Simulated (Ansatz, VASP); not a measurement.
# CeSb: VASP beside Ansatz, part 2 of 2

Aim: how closely do two programs agree when they are given the same cell, functional and k mesh?  The cell comes out of the VASP series on this material, whose earlier steps may have relaxed, scaled or displaced it; both programs get it as it stands.

VASP 6.6.1 and Ansatz 0.2.0.

So far: Set-up; VASP: band structure, r2SCAN, DFT+U.

In doubt: a part-filled 4f shell, where there is one, can sit in one of many states, so energies may not be the lowest and differences between runs may mislead; derivatives with an open 4f shell can jump between states, which bears on forces and vibrations.

## Step 3: Ansatz: band structure, r2SCAN, DFT+U

Level of this step: Ansatz beside VASP: Kohn-Sham DFT, plane waves, r2SCAN, DFT+U (Ansatz).

Ansatz runs on its default PAW (the set named soft_2) files.

The same cell, functional, mesh and smearing now go to Ansatz, which takes its cutoff from its data sets.

Contents of input.yaml:

```yaml
crystal:
  lattice:
    - [0.0, 3.1738509633, 3.1738509633]
    - [3.1738509633, 0.0, 3.1738509633]
    - [3.1738509633, 3.1738509633, 0.0]
  atoms:
    - { symbol: Ce, position: [0.0, 0.0, 0.0], spin: 0.761 }
    - { symbol: Sb, position: [0.5, 0.5, 0.5], spin: -0.037 }
hamiltonian:
  xc: r2scan
  pseudopotentials: { kind: paw }
  hubbard: { sites: [{ species: Ce, l: f, u_eff: 7.0 }] }
magnetization:
  spin_polarized: true
kpoints:
  mp_grid: { grid: [6, 6, 6] }
  band_path:
    path:
      - [0.0, 0.0, 0.0]
      - [0.16667, 0.0, 0.16667]
      - [0.33333, 0.0, 0.33333]
      - [0.5, 0.0, 0.5]
      - [0.5, 0.08333, 0.58333]
      - [0.5, 0.18333, 0.68333]
      - [0.5, 0.25, 0.75]
      - [0.45, 0.3, 0.75]
      - [0.40833, 0.34167, 0.75]
      - [0.35, 0.35, 0.7]
      - [0.225, 0.225, 0.45]
      - [0.075, 0.075, 0.15]
      - [0.03333, 0.03333, 0.03333]
      - [0.23333, 0.23333, 0.23333]
      - [0.4, 0.4, 0.4]
      - [0.51667, 0.46667, 0.51667]
      - [0.55833, 0.38333, 0.55833]
      - [0.60833, 0.28333, 0.60833]
      - [0.60833, 0.25, 0.64167]
      - [0.55833, 0.25, 0.69167]
      - [0.51667, 0.25, 0.73333]
      - [0.5, 0.3, 0.7]
      - [0.5, 0.38333, 0.61667]
      - [0.5, 0.48333, 0.51667]
      - [0.475, 0.475, 0.55]
      - [0.425, 0.425, 0.65]
      - [0.38333, 0.38333, 0.73333]
      - [0.59167, 0.18333, 0.59167]
      - [0.55, 0.1, 0.55]
      - [0.5, 0.0, 0.5]
    npoints: 1
scf:
  occupations: { method: gaussian, width: 0.05 }
  n_extra_bands: 9
output:
  forces: true
  stress: true
  eigenvalues: true
  write_density: true
  write_potential: true
  elf: true
  volumetric_format: npy
```

Started as:

```sh
ansatz run input.yaml --threads 2 --pin off --max-ram 4608MiB --backend cpu --events-out ev --progress --plain --runs-dir out
```

Numbers of over 12 decimals in the logs are rounded to 6 here.

Log:

```text
Ce: projections on atomic orbitals take those of the free atom [Kr 4d10] 4f1 5s2 5p6 5d1 6s2, of charge +0.00 (hamiltonian.pseudopotentials.projection_atoms); the dataset's partial waves leave at most 1.4e-5 of an orbital's norm unspanned inside its sphere
Sb: projections on atomic orbitals take those of the free atom [Kr] 4d10 5s2 5p3, of charge +0.00 (hamiltonian.pseudopotentials.projection_atoms); the dataset's partial waves leave at most 3.6e-6 of an orbital's norm unspanned inside its sphere
scf.n_extra_bands = 9 over 14 filled bands (N_el = 27.0): the run solves 23 bands
Engine: ansatz 0.2.0, aarch64-unknown-linux-gnu
Pseudopotentials: kind: paw
Pseudopotential: Ce, paw, valence charge 12, recommended cutoff 500 eV (meta_gga), Ce.paw.azcp
Pseudopotential: Sb, paw, valence charge 15, recommended cutoff 500 eV (meta_gga), Sb.paw.azcp
Functional definition: r2SCAN
  parameter k0 = 0.174
  parameter k1 = 0.065
  parameter a1 = 4.9479
  exchange = r2scan_x(k0 = k0, k1 = k1, a1 = a1)
  correlation = r2scan_c
Crystal: 2 atoms, lattice volume = 63.942 Å³
Basis set: ecut = 500 eV, 1639 PW (Γ), exchange–correlation on 144×144×144 points (64 copies of the dense FFT grid, shifted against one another)
Bands: 23, of which v1, the nominal top of the filled ones, is band 14 counted from 1 (13 counted from 0)
Symmetry: 48 space group operations
Space group: Fm-3m (ITA 225), of the structure as read, at distance tolerance 4.0e-5 Å
Magnetic group: BNS 225.116 (UNI 1618), of the structure as read, at distance tolerance 4.0e-5 Å
k-points: 16 of 216
Non-local potential: Ce, projectors of the file, l = 0: 3, l = 1: 2, l = 2: 2, l = 3: 3
Non-local potential: Sb, projectors of the file, l = 0: 2, l = 1: 2, l = 2: 2, l = 3: 2
PAW form: soft (Blöchl's): semilocal exchange-correlation on the pseudo side does not see the compensation charge
PAW frozen core: Ce, regenerated for the run's functional (the file was generated under x = pbe(κ = 0.804, μ = 0.219515), c = pbe(β = 0.066725))
PAW frozen core: Sb, regenerated for the run's functional (the file was generated under x = pbe(κ = 0.804, μ = 0.219515), c = pbe(β = 0.066725))
PAW one-centre angular grid: Ce, 2702 points (default); XC on 160 Gauss nodes
PAW one-centre angular grid: Sb, 590 points (default); XC on 160 Gauss nodes
Initial density: superposition of atomic densities (chi_scale 0.1, normalization cell, long waves kept (reshape's long-wave potential 0.00 eV rms))
Starting moments: Σ|m| = 0.798 μB on 2 of 2 sites
Initial wavefunctions: pseudopotential atomic-orbital guess
Functional: x = r2scan, c = r2scan; τ floored in thin density (d = 2e-4 eV/Å³)
SCF iter   1: F=—  HF=-13092.964245 eV  |F-HF|=—  |Δ(HF+E_count)|=         —  Δρ=8.91e-2 (↑8.91e-2 ↓8.45e-2)  dr2=1.19e1  dr2_τ=2.41e-2  dr2_m=9.67e-2  M=0.225 μB ∫|m|=0.245 μB  β_m=0.30  ethr=3.10e-3  ⟨swp⟩=6.0  Hψ=3279  notcnv=0  defer=1
preconditioner: auto → Kerker (q_TF=auto, 2.363 Å⁻¹)  [metal: Δε(μ)=0.041 eV  Ē_g=8.579 eV  σ=0.050 eV  W_gap=0.43  n_scr=14 (ndim 8)  ℏωp=13.9 eV  f_vac=0.001  D(μ)=1.89/eV (n_scr^D=14)]
spin=Collinear: Kerker preconditioning applied to the charge; magnetization (m = ρ↑ − ρ↓) channel mixes plain (no charge-response kernel on spin).
SCF iter   2: F=—  HF=-13090.364967 eV  |F-HF|=—  |Δ(HF+E_count)|=    2.60e0  Δρ=6.44e-2 (↑6.44e-2 ↓6.18e-2)  dr2=6.19e0  dr2_τ=3.91e-2  dr2_m=4.73e-2  M=0.227 μB ∫|m|=0.248 μB  β_m=0.30  ethr=3.10e-3  ⟨swp⟩=3.8  Hψ=1803  notcnv=0  defer=128  κ⁻¹=1.0e0(r=1)
SCF iter   3: F=—  HF=-13093.418760 eV  |F-HF|=—  |Δ(HF+E_count)|=    3.05e0  Δρ=4.97e-1 (↑4.97e-1 ↓4.34e-2)  dr2=1.77e2  dr2_τ=1.45e-1  dr2_m=3.59e1  M=5.287 μB ∫|m|=5.287 μB  β_m=0.30  ethr=3.10e-3  ⟨swp⟩=6.3  Hψ=3213  notcnv=0  defer=86  κ⁻¹=2.0e-4(r=2)
SCF iter   4: F=—  HF=-13102.150514 eV  |F-HF|=—  |Δ(HF+E_count)|=    8.73e0  Δρ=6.29e-1 (↑6.29e-1 ↓7.51e-2)  dr2=3.31e2  dr2_τ=5.25e-1  dr2_m=4.94e1  M=6.964 μB ∫|m|=6.964 μB  β_m=0.30  ethr=3.10e-3  ⟨swp⟩=3.5  Hψ=1443  notcnv=0  defer=71  κ⁻¹=1.5e-5(r=3)
SCF iter   5: F=—  HF=-13121.684189 eV  |F-HF|=—  |Δ(HF+E_count)|=    1.95e1  Δρ=6.32e-1 (↑6.32e-1 ↓1.11e-1)  dr2=3.63e2  dr2_τ=6.48e-1  dr2_m=4.37e1  M=7.000 μB ∫|m|=7.000 μB  β_m=0.30  ethr=3.10e-3  ⟨swp⟩=3.7  Hψ=1813  notcnv=0  defer=82  κ⁻¹=4.0e-6(r=4)
SCF iter   6: F=—  HF=-13134.173755 eV  |F-HF|=—  |Δ(HF+E_count)|=    1.25e1  Δρ=6.35e-1 (↑6.35e-1 ↓1.22e-1)  dr2=3.73e2  dr2_τ=7.40e-1  dr2_m=4.27e1  M=7.000 μB ∫|m|=7.001 μB  β_m=0.30  ethr=3.10e-3  ⟨swp⟩=2.8  Hψ=1629  notcnv=0  defer=82  κ⁻¹=4.0e-6(r=5)
SCF iter   7: F=—  HF=-13109.132094 eV  |F-HF|=—  |Δ(HF+E_count)|=    2.50e1  Δρ=5.80e-1 (↑5.80e-1 ↓1.03e-1)  dr2=3.17e2  dr2_τ=6.20e-1  dr2_m=3.80e1  M=7.000 μB ∫|m|=7.000 μB  β_m=0.30  ethr=3.10e-3  ⟨swp⟩=4.5  Hψ=2237  notcnv=0  defer=155  κ⁻¹=4.6e-7(r=6)
SCF iter   8: F=—  HF=-13102.855220 eV  |F-HF|=—  |Δ(HF+E_count)|=    6.28e0  Δρ=5.72e-1 (↑5.72e-1 ↓1.05e-1)  dr2=3.12e2  dr2_τ=6.09e-1  dr2_m=3.64e1  M=7.000 μB ∫|m|=7.001 μB  β_m=1.00  ethr=3.10e-3  ⟨swp⟩=3.0  Hψ=1210  notcnv=0  defer=155  κ⁻¹=7.8e-8(r=7)
[...]
Symmetry: 12 space group operations
k-points: 32 of 216
[...]
preconditioner: auto → none  [insulator: Δε(μ)=0.125 eV  Ē_g=5.776 eV  σ=0.050 eV  W_gap=0.92  n_scr=14 (ndim 8)  ℏωp=13.9 eV  f_vac=0.003  D(μ)=0.21/eV (n_scr^D=0)  ε∞_Penn≈6.8]
[...]
SCF iter   6: F=-13091.187295 eV  HF=-13091.187295 eV  |F-HF|=5.98e-9  |Δ(HF+E_count)|=   4.18e-7  Δρ=2.11e-6 (↑2.11e-6 ↓1.40e-6)  dr2=8.14e-9  dr2_τ=1.85e-10  dr2_m=5.62e-10  M=0.997 μB ∫|m|=1.138 μB  ethr=3.70e-10  ⟨swp⟩=2.1  Hψ=4487  notcnv=0
SCF iter   7: F=-13091.187295 eV  HF=-13091.187295 eV  |F-HF|=5.83e-9  |Δ(HF+E_count)|=  1.02e-10  Δρ=2.08e-6 (↑2.08e-6 ↓1.38e-6)  dr2=8.01e-9  dr2_τ=1.80e-10  dr2_m=5.55e-10  M=0.997 μB ∫|m|=1.138 μB  ethr=3.02e-11  ⟨swp⟩=1.2  Hψ=4917  notcnv=0
SCF 3 converged in 7 iterations: F = -13091.187295 eV  dr2 = 8.01e-9
iter 1 solved again at ethr=1.61e-7 eV; its pass at ethr=3.10e-3 eV (dr2=4.33e-5 eV) is discarded
SCF iter   1: F=-13091.187295 eV  HF=-13091.187295 eV  |F-HF|=5.74e-9  |Δ(HF+E_count)|=         —  Δρ=2.20e-6 (↑2.20e-6 ↓1.47e-6)  dr2=9.45e-9  dr2_τ=2.45e-10  dr2_m=5.67e-10  M=0.997 μB ∫|m|=1.138 μB  β_m=1.20  ethr=1.61e-7  ⟨swp⟩=4.1  Hψ=11332  notcnv=0
eigensolver tolerance schedule: the retry pair's looser diagonalisation over-reported the residual by 4587.89 of it (diagonalisation noise at 0.31 of the residual, at the tolerance the schedule requests for it); recorded, not acted on — ethr = c·dr2/N_el stays at c = 1.0e-1
preconditioner: auto → none  [insulator: Δε(μ)=0.105 eV  Ē_g=7.657 eV  σ=0.050 eV  W_gap=0.86  n_scr=14 (ndim 8)  ℏωp=13.9 eV  f_vac=0.002  D(μ)=0.24/eV (n_scr^D=0)  ε∞_Penn≈4.3]
SCF iter   2: F=-13091.187295 eV  HF=-13091.187295 eV  |F-HF|=1.07e-9  |Δ(HF+E_count)|=   2.56e-7  Δρ=7.40e-7 (↑7.40e-7 ↓7.28e-7)  dr2=1.51e-9  dr2_τ=4.00e-11  dr2_m=7.17e-12  M=0.997 μB ∫|m|=1.138 μB  ethr=3.50e-11  ⟨swp⟩=11.8  Hψ=10419  notcnv=0
SCF 4 converged in 2 iterations: F = -13091.187295 eV  dr2 = 1.51e-9
Symmetry: 6 space group operations
k-points: 40 of 216
Initial wavefunctions: those read from a saved state, or passed on in memory by an earlier step or the calling program
iter 1 solved again at ethr=5.58e-12 eV; its pass at ethr=3.70e-6 eV (dr2=1.51e-9 eV) is discarded
SCF iter   1: F=-13091.187295 eV  HF=-13091.187295 eV  |F-HF|=1.06e-9  |Δ(HF+E_count)|=         —  Δρ=7.40e-7 (↑7.40e-7 ↓7.28e-7)  dr2=1.51e-9  dr2_τ=4.00e-11  dr2_m=7.17e-12  M=0.997 μB ∫|m|=1.138 μB  ethr=5.58e-12  ⟨swp⟩=1.0  Hψ=11214  notcnv=0
SCF iter   2: F=-13091.187262 eV  HF=-13091.187225 eV  |F-HF|=3.70e-5  |Δ(HF+E_count)|=   7.08e-5  Δρ=1.74e-4 (↑1.54e-4 ↓1.74e-4)  dr2=1.48e-5  dr2_τ=3.81e-7  dr2_m=1.16e-5  M=0.997 μB ∫|m|=1.138 μB  ethr=3.70e-6  ⟨swp⟩=1.3  Hψ=9701  notcnv=0
SCF iter   3: F=-13091.187279 eV  HF=-13091.187281 eV  |F-HF|=1.91e-6  |Δ(HF+E_count)|=   5.63e-5  Δρ=4.73e-5 (↑4.73e-5 ↓3.87e-5)  dr2=3.44e-6  dr2_τ=1.53e-7  dr2_m=3.25e-7  M=0.997 μB ∫|m|=1.138 μB  ethr=2.11e-7  ⟨swp⟩=1.2  Hψ=5378  notcnv=0
SCF iter   4: F=-13091.187285 eV  HF=-13091.187285 eV  |F-HF|=1.34e-7  |Δ(HF+E_count)|=   3.94e-6  Δρ=1.23e-5 (↑1.03e-5 ↓1.23e-5)  dr2=2.31e-7  dr2_τ=1.82e-8  dr2_m=4.36e-9  M=0.997 μB ∫|m|=1.138 μB  ethr=1.77e-8  ⟨swp⟩=1.3  Hψ=5106  notcnv=0
an SCF along what the orbitals of the run's state read of its open shells (or to have them read: on a GPU, or by another smearing), with 42 of the crystal's symmetry operations given up (40 k-points in place of 16), reached no lower state that the run goes on to. This is no proof of a minimum
NSCF: frozen V_eff on 30 k-points
SCF converged after 2 iterations
Stability not told: the lowest value that the SCF's own minimisation read on its close, 8.9e-2 (residual 4.4e-5), is positive but too near zero to vouch for directions that it does not look along: no lower mode is shown, and none is ruled out
Magnetization: 0.9966 μB (13.9983 up, 13.0017 down)
Absolute magnetization: 1.1226 μB (∫|ρ↑−ρ↓|, with the PAW one-centre terms)
Spin contamination: 0.0282 ħ² per cell (⟨S²⟩ above its minimum at these occupations)
Per-site moments (μB) at R_I (Å): [(1.005787, 1.309214), (-0.042182, 1.309214)]
Free energy (F): -13091.187295 eV
Harris-Foulkes:  -13091.187295 eV  (|F-HF|=1.07e-9)
Internal energy: -13091.186992 eV  (E = F + TS)
E sigma→0 (E₀):  -13091.187144 eV
Entropy (-TS):   -0.000304 eV (-0.152 meV/atom)
Fermi energy:    10.744720 eV
--- Per-component energies (eV) ---
  E_band       = -204.592381
  E_kinetic    = 577.064648
  E_local      = -2082.876774  (includes V_loc(G=0)·N_el)
  E_nonlocal   = 323.335436
  E_hartree    = 902.300979
  E_xc         = -346.734961
  E_vxc        = -380.039474  (∫ρ·V_xc dr)
  E_hubbard    = 0.171211  (on-site DFT+U / exact-exchange correction)
  E_vhub       = -3.291897  (the Hubbard potential's part of the band-sum identity)
  E_paw        = -10101.144267  (= ΣΔE_a)
  E_vpaw       = -464.794009  (= ΣTr[D̂ρ^β])
  E_aug_tail   = -0.000001  (compensation charges beyond the density's cutoff)
  E_vtau       = 21.406052  (kinetic-family band-sum trace: ∫τ·v_τ [+ j·A + Jᵃ·Aᵃ] dr)
  E_ewald      = -2363.891679
  E_core_change = 0.588414  (= ΣΔE_core)
  E_smearing   = -0.000304  (= −TS)
  E_closure    = -0.000000  (closes the sum)
  Σ components = -13091.187295   (vs F -13091.187295, Δ=0.00e0)
--- Forces (eV/Å), atoms counted from 1 ---
  atom   1  Ce    -0.00000000     0.00000000    -0.00000000
  atom   2  Sb     0.00000000    -0.00000000     0.00000000
  max |Σ_I F_I| component: 6.47e-29 eV/Å
--- Stress (GPa, compression-positive) ---
        4.762484      -0.066094      -0.066094
       -0.066094       4.762484      -0.066094
       -0.066094      -0.066094       4.762484
  P = ⅓ Tr σ = 4.7625 GPa (47.625 kbar)
--- Band table (eV; the first three rows and the last of 64) ---
  k-point 0 ↑: bands = [... 10 lower, 6.6562, 11.3312, 11.3312, 11.9603, 11.9981, 12.0523, 12.0523, 12.6159, ... 5 higher]
  k-point 1 ↑: bands = [... 10 lower, 6.6924, 9.7435, 10.1493, 10.3880, 12.4002, 12.4475, 12.6441, 14.0901, ... 5 higher]
  k-point 2 ↑: bands = [... 10 lower, 6.7942, 7.9199, 9.1135, 9.1862, 13.2657, 13.3709, 13.4058, 14.8858, ... 5 higher]
  k-point 31 ↓: bands = [... 10 lower, 7.1158, 8.8211, 8.8211, 14.2661, 14.2661, 14.7412, 15.0418, 15.5998, ... 5 higher]
Occupation matrices written to <dir>
```

Elapsed: 3.9 min, on 2 threads of Arm Neoverse N1, shared host; peak memory 0.82 GiB; 7.5 min of CPU time.

In the SCF lines HF is the Harris–Foulkes energy and dr2 the Hartree energy of the density residual, in eV; the loop may stop once dr2 is under the threshold and the program's other checks hold. Hψ counts applications of the Hamiltonian.

## Step 4: Differences

Known differences besides the PAW data sets themselves: U acts on the PAW sphere in VASP and on atomic orbitals in Ansatz, so only states and trends compare; VASP keeps PBE cores, Ansatz makes them for the functional; the data sets hold 27 valence electrons in Ansatz (default PAW (the set named soft_2) files) and 17 in VASP; the cutoff is 500 eV in Ansatz and 400 eV in VASP; site moments are counted in spheres of each program's own size. Total energies have different zeros and are not compared.

The two programs side by side:

```
          quantity  Ansatz  VASP  difference
    pressure (GPa)    4.76  0.13       +4.63
 total moment (μB)    1.00  0.84       +0.16
moment on Ce1 (μB)    1.01  0.76       +0.24
```

## Step 5: VASP: single point, r2SCAN, DFT+U

With cell and atoms fixed, the geometry can't cause a difference; cores, projectors, grids and the points listed under the comparison can.

Contents of INCAR:

```
SYSTEM = CeSb
PREC = Accurate
ENCUT = 400
EDIFF = 1E-06
NELM = 100
ISMEAR = -5
SIGMA = 0.05
LREAL = .FALSE.
ALGO = Normal
METAGGA = R2SCAN
LASPH = .TRUE.
NBANDS = 21
ISPIN = 2
MAGMOM = 0.761 -0.037
LDAU = .TRUE.
LDAUTYPE = 2
LDAUL = 3 -1
LDAUU = 7 0
LDAUJ = 0 0
LDAUPRINT = 1
LMAXMIX = 6
LORBIT = 11
LWAVE = .FALSE.
LCHARG = .FALSE.
KPAR = 2
NEDOS = 2001
```

Contents of POSCAR:

```
CeSb
1.0
    0.0000000000      3.1738509633      3.1738509633
    3.1738509633      0.0000000000      3.1738509633
    3.1738509633      3.1738509633      0.0000000000
Ce Sb
1 1
Direct
    0.0000000000      0.0000000000      0.0000000000
    0.5000000000      0.5000000000      0.5000000000
```

Contents of KPOINTS:

```
Automatic mesh
0
Gamma
9 9 9
0 0 0
```

The projector-augmented-wave data sets are Ce and Sb (PBE family, release 64).

Started as:

```sh
mpirun -np 2 vasp_std
```

Log:

```text
[banner, memory and clock lines left out]
running    2 mpi-ranks, on    1 nodes
[...]
[... a notice as in an earlier step ...]

 LDA part: xc-table for (None), standard interpolation
 POSCAR, INCAR and KPOINTS ok, starting setup
[...]
entering main loop
       N       E                     dE             d eps       ncg     rms          rms(c)
DAV:   1     0.853594170314E+02    0.85359E+02   -0.52158E+03  2948   0.667E+02
DAV:   2    -0.469088924118E+02   -0.13227E+03   -0.11613E+03  3555   0.161E+02
DAV:   3    -0.618749378754E+02   -0.14966E+02   -0.14725E+02  3573   0.665E+01
DAV:   4    -0.623495870370E+02   -0.47465E+00   -0.47257E+00  4163   0.113E+01
[...]
DAV:  25    -0.565856440943E+02   -0.26169E-05   -0.96119E-08  1470   0.196E-03    0.198E-03
DAV:  26    -0.565856409983E+02    0.30960E-05   -0.14651E-07  1470   0.264E-03    0.368E-04
DAV:  27    -0.565856408394E+02    0.15889E-06   -0.27659E-08  1470   0.110E-03
   1 F= -.56585641E+02 E0= -.56585641E+02  d E =0.000000E+00  mag=     0.8435
|                                                                             |
|           W    W    AA    RRRRR   N    N  II  N    N   GGGG   !!!           |
|           W    W   A  A   R    R  NN   N  II  NN   N  G    G  !!!           |
|           W    W  A    A  R    R  N N  N  II  N N  N  G       !!!           |
|           W WW W  AAAAAA  RRRRR   N  N N  II  N  N N  G  GGG   !            |
|           WW  WW  A    A  R   R   N   NN  II  N   NN  G    G                |
|           W    W  A    A  R    R  N    N  II  N    N   GGGG   !!!           |
|                                                                             |
|     Tetrahedron method does not include variations of the Fermi             |
|     occupations, so forces and stress will be inaccurate. We suggest        |
|     using a different smearing scheme ISMEAR = 1 or 2 for metals in         |
|     relaxations.                                                            |
|                                                                             |
```

OUTCAR, selected parts (step 5):

```text
  Total       -0.0119219     -0.0119219     -0.0119219      0.0000000      0.0000000     -0.0000000
  in kB       -0.2987218     -0.2987218     -0.2987218      0.0000000      0.0000000     -0.0000000
  external PRESSURE =      -0.2987218 kB  Pullay stress =       0.0000000 kB

 POSITION                                       TOTAL-FORCE (eV/Angst)
 -----------------------------------------------------------------------------------
      0.00000      0.00000      0.00000         0.000000      0.000000      0.000000
      3.17385      3.17385      3.17385        -0.000000     -0.000000     -0.000000
 -----------------------------------------------------------------------------------
    total drift:                               -0.000000      0.000000      0.000000

  FREE ENERGIE OF THE ION-ELECTRON SYSTEM (eV)
  ---------------------------------------------------
  free  energy   TOTEN  =       -56.5856408394 eV

  energy  without entropy=      -56.5856408394  energy(sigma->0) =      -56.58564084

 magnetization (x)
# of ion       s       p       d       f       tot
--------------------------------------------------
    1        0.001  -0.011   0.073   0.700   0.764
    2       -0.006  -0.034   0.004   0.000  -0.036
--------------------------------------------------
tot         -0.004  -0.045   0.078   0.700   0.728

[... 1 part as in an earlier step ...]

[... 2 further parts left out ...]
[key lines of the parts left out:]
E-fermi :   7.2115
```

With tetrahedra the forces and stress of a metal are not exact derivatives of the energy.

## Step 6: Ansatz: single point, r2SCAN, DFT+U

The same cell, functional, mesh and smearing now go to Ansatz, which takes its cutoff from its data sets.

The cell comes out of the VASP series on this material, whose earlier steps may have relaxed, scaled or displaced it; both programs get it as it stands.

input.yaml, the sections that differ from step 3:

```yaml
kpoints:
  mp_grid: { grid: [9, 9, 9] }
scf:
  occupations: { method: tetrahedron }
output:
  forces: true
  stress: true
  write_density: true
  write_potential: true
  elf: true
  volumetric_format: npy
# crystal, hamiltonian, magnetization: as in step 3
```

Started as:

```sh
ansatz run input.yaml --threads 2 --pin off --max-ram 4608MiB --backend cpu --events-out ev --progress --plain --runs-dir out
```

Log:

```text
Warning: output.forces, output.stress, relax.cell or npt_langevin: where a Kohn–Sham band that disperses or a degenerate level is filled in part under the method tetrahedron, the forces or the stress that this run publishes need not agree with its energy (scf.occupations.method in the input reference, under Limitations); prefer a smearing scheme for the forces or the stress
[...]
k-point 1 ↑: bands = [... 10 lower, 6.8188, 10.3539, 10.5898, 10.5898, 12.2134, 12.2134, 12.3950, 13.4889, ... 6 higher]
  k-point 2 ↑: bands = [... 10 lower, 6.8477, 9.0365, 9.7380, 9.7380, 12.6862, 12.6862, 12.7630, 14.4710, ... 6 higher]
  k-point 34 ↓: bands = [... 10 lower, 8.5610, 9.1051, 9.1935, 13.1750, 13.8356, 14.8271, 15.3619, 15.5185, ... 6 higher]
Occupation matrices written to <dir>
[key lines of the parts left out:]
SCF converged after 34 iterations (32 of them on 18 bands)
Magnetization: 1.0070 μB (14.0035 up, 12.9965 down)
Free energy (F): -13091.197780 eV
Fermi energy:    10.852744 eV
P = ⅓ Tr σ = 5.1731 GPa (51.731 kbar)
```

The job ended after 68 s (2 threads; peak memory 0.7 GiB).

The run ends at a pressure of 5.17 GPa.

## Step 7: Differences

Compared:

```
          quantity  Ansatz   VASP  difference
    pressure (GPa)    5.17  -0.03       +5.20
 total moment (μB)    1.01   0.84       +0.16
moment on Ce1 (μB)    1.00   0.76       +0.23
```

## Step 8: Outcome

```yaml
difference_in_moment_on_ce1_band_structure_r2scan_dft_u: 0.24 μB
difference_in_moment_on_ce1_single_point_r2scan_dft_u: 0.23 μB
```

The difference in moment on Ce1 is 0.24 μB (band structure, r2SCAN, DFT+U). How closely two codes agree says nothing of how well the functional describes the real material.

[Lines on the potential files, build, host, timing and source positions are cut from VASP's logs without a mark.]

[Logs are printed without paths, hosts, clocks, repeated set-up lines and the standing remarks that a program may print on its own settings, such as how far it seeks lower states.]

[Hosts, paths, dates, database ids (printed as entryN), source tags and the programs' standing remarks are cut or masked in the printed files.]
